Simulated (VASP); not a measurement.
Data:

```
CELL_PARAMETERS angstrom
      4.02590     0.00000     0.00000
     -2.01295     3.48653     0.00000
      0.00000     0.00000     5.22090
ATOMIC_POSITIONS crystal
  Te 0.33333 0.66667 0.25400
  Te 0.66667 0.33333 0.74600
  Pt 0.00000 0.00000 0.00000
```

Computed with PBE GGA, VASP's PBE PAW potentials (set 64) (plane waves; VASP 6.6.1). Settings: 300 eV cut-off, 5×5×4 Γ-centred mesh, Gaussian smearing of 0.10 eV, potentials Te Pt.

At this cut-off the stress carries a Pulay error, which pulls relaxed volumes low. Unless said otherwise, spin-orbit coupling is left out, though it shifts the bands of the heavy elements here.

What does the run give for the energy per atom (σ→0), pressure, band gap (on the k-mesh) with the smallest direct gap where there is one?

The band gap (on the k-mesh) comes out as none (metal, semimetal or under 0.01 eV) and the energy per atom (σ→0) comes out as -435.0 kJ/mol of atoms. The pressure is 56.9 kbar.

Total energies compare only between runs with the same potentials, cut-off and functional.

The structure comes from a measured Te2Pt entry of the Crystallography Open Database, whose conditions weren't checked. The cell was not relaxed at this level. The k-mesh is coarse (spacing up to 0.36 per Å, 2π included), so the numbers may not be converged in it.
